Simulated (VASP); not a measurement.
Ni (fcc) is relaxed at rising pressure, each step from the one before. Symmetry mostly holds the structure type, and other phases were not tried. The mesh follows the cell, and a change of mesh leaves a small step in the series.

Data:

```
Ni
1.0
    0.00000     1.73089     1.73089
    1.73089     0.00000     1.73089
    1.73089     1.73089     0.00000
Ni
1
Direct
  0.00000   0.00000   0.00000
```
Starting moments (μB, in the order of the record's atoms Ni): 0.6.

Level of theory: PBEsol GGA, VASP's PBE PAW potentials (set 64) (plane waves; VASP). Settings: 500 eV cut-off, 18×18×18 Γ-centred mesh, first-order Methfessel-Paxton smearing of 0.10 eV, potentials Ni.

| P (GPa) | V (Å³/atom) | H − H(0) (eV/atom) | space group | gap on the mesh (eV) | k-mesh |
|---|---|---|---|---|---|
| 0 | 10.37 | 0.000 | Fm-3m | 0.00 | 18×18×18 |
| 5 | 10.16 | 0.320 | Fm-3m | 0.00 | 18×18×18 |
| 10 | 9.97 | 0.634 | Fm-3m | 0.00 | 18×18×18 |
| 20 | 9.64 | 1.246 | Fm-3m | 0.00 | 18×18×18 |
| 30 | 9.35 | 1.841 | Fm-3m | 0.00 | 19×19×19 |
| 45 | 9.01 | 2.700 | Fm-3m | 0.00 | 19×19×19 |

Pressures at which the relaxation failed are left out.

The compound is Ni in the fcc structure. The spin order is the one that the start imposed; others were not tried in this run.
